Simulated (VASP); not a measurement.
An input for Quantum ESPRESSO's pw.x (written as the equivalent of a VASP run, and not itself run):

```
&CONTROL
  calculation = 'vc-relax'
  pseudo_dir = './pseudo'
  outdir = './out'
  tprnfor = .true.
  tstress = .true.
  nstep = 60
  forc_conv_thr = 0.00039
/
&SYSTEM
  ibrav = 0
  nat = 2
  ntyp = 2
  ecutwfc = 80
  occupations = 'smearing'
  smearing = 'gaussian'
  degauss = 0.003675
  input_dft = 'pw91'
/
&ELECTRONS
  conv_thr = 7.3e-08
  electron_maxstep = 100
/
&IONS
/
&CELL
/
ATOMIC_SPECIES
  Ga 69.723 Ga.upf
  Sb 121.760 Sb.upf
CELL_PARAMETERS angstrom
     0.0000000    3.0500000    3.0500000
     3.0500000    0.0000000    3.0500000
     3.0500000    3.0500000    0.0000000
ATOMIC_POSITIONS crystal
  Ga   0.0000000  0.0000000  0.0000000
  Sb   0.2500000  0.2500000  0.2500000
K_POINTS automatic
  7 7 7 0 0 0
```

Question: Write the VASP files for the same calculation (PW91).

Answer: Several could match; the one computed here: 
### KPOINTS
```
kpoints
0
G
7 7 7
```

### INCAR
```
IBRION  =  2
PREC  =  Accurate
LCHARG  =  .FALSE.
GGA  =  91
NELM  =  100   ! most electronic steps
ENCUT  =  520   ! plane-wave cut-off (eV)
NSW  =  60
LMAXMIX  =  4   ! l cut-off of mixed one-centre charges
ALGO  =  Normal   ! blocked Davidson
ISMEAR  =  0   ! Gaussian
EDIFFG  =  -0.01   ! ionic stop
SYSTEM  =  GaSb
LWAVE  =  .FALSE.
LREAL  =  .FALSE.
LASPH  =  .TRUE.
ISIF  =  3   ! ions, shape and volume
EDIFF  =  1E-6   ! SCF stop (eV)
SIGMA  =  0.05   ! width (eV)
```

File POSCAR:
```
GaSb
1
    0.0000000000     3.0500000000     3.0500000000
    3.0500000000     0.0000000000     3.0500000000
    3.0500000000     3.0500000000     0.0000000000
Ga Sb
1 1
Direct
  0.0000000000   0.0000000000   0.0000000000
  0.2500000000   0.2500000000   0.2500000000
```

POTCAR, in this order: Ga_d Sb (PBE.64 set). Program: vasp_std.

Limits of the translation: the potentials are each code's own (VASP's PAW set, PseudoDojo norm-conserving files in pw.x), so ENCUT and ecutwfc are chosen apart and not converted; conv_thr bounds pw.x's estimated SCF error, while EDIFF bounds the energy change between steps; forc_conv_thr acts on force components and is met together with etot_conv_thr.

The compound is GaSb in the zinc blende structure. This run relaxes it. Symmetry was kept, so distortions that lower it aren't found.
